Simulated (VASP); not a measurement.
An input for Quantum ESPRESSO's pw.x (written as the equivalent of a VASP run, and not itself run):

```
&CONTROL
  calculation = 'scf'
  pseudo_dir = './pseudo'
  outdir = './out'
  tprnfor = .true.
  tstress = .true.
/
&SYSTEM
  ibrav = 0
  nat = 1
  ntyp = 1
  ecutwfc = 82
  occupations = 'smearing'
  smearing = 'methfessel-paxton'
  degauss = 0.00735
  input_dft = 'rpbe'
/
&ELECTRONS
  conv_thr = 7.3e-09
  electron_maxstep = 100
/
ATOMIC_SPECIES
  Pd 106.420 Pd.upf
CELL_PARAMETERS angstrom
     0.0000000    1.9493714    1.9493714
     1.9493714    0.0000000    1.9493714
     1.9493714    1.9493714    0.0000000
ATOMIC_POSITIONS crystal
  Pd   0.0000000  0.0000000  0.0000000
K_POINTS automatic
  16 16 16 0 0 0
```

Write the VASP files for the same calculation (RPBE).

This is not unique; one that fits is 
POSCAR:
```
Pd
1
    0.0000000000     1.9493713750     1.9493713750
    1.9493713750     0.0000000000     1.9493713750
    1.9493713750     1.9493713750     0.0000000000
Pd
1
Direct
  0.0000000000   0.0000000000   0.0000000000
```

**INCAR**
```
ALGO  =  Normal
EDIFF  =  1E-7
ENCUT  =  520
GGA  =  RP
ISIF  =  2
ISMEAR  =  1
LASPH  =  .TRUE.
LCHARG  =  .FALSE.
LMAXMIX  =  4
LREAL  =  .FALSE.
LWAVE  =  .FALSE.
NELM  =  100
PREC  =  Accurate
SIGMA  =  0.1
SYSTEM  =  Pd
```

KPOINTS:
```
K-points
0
G
  16 16 16
```

POTCAR, in this order: Pd (PBE.64 set). Program: vasp_std.

Limits of the translation: the potentials are each code's own (VASP's PAW set, PseudoDojo norm-conserving files in pw.x), so ENCUT and ecutwfc are chosen apart and not converted; conv_thr bounds pw.x's estimated SCF error, while EDIFF bounds the energy change between steps.

The compound is Pd in the fcc structure. This cell is one point of a volume scan, at 0.94 of the reference volume.
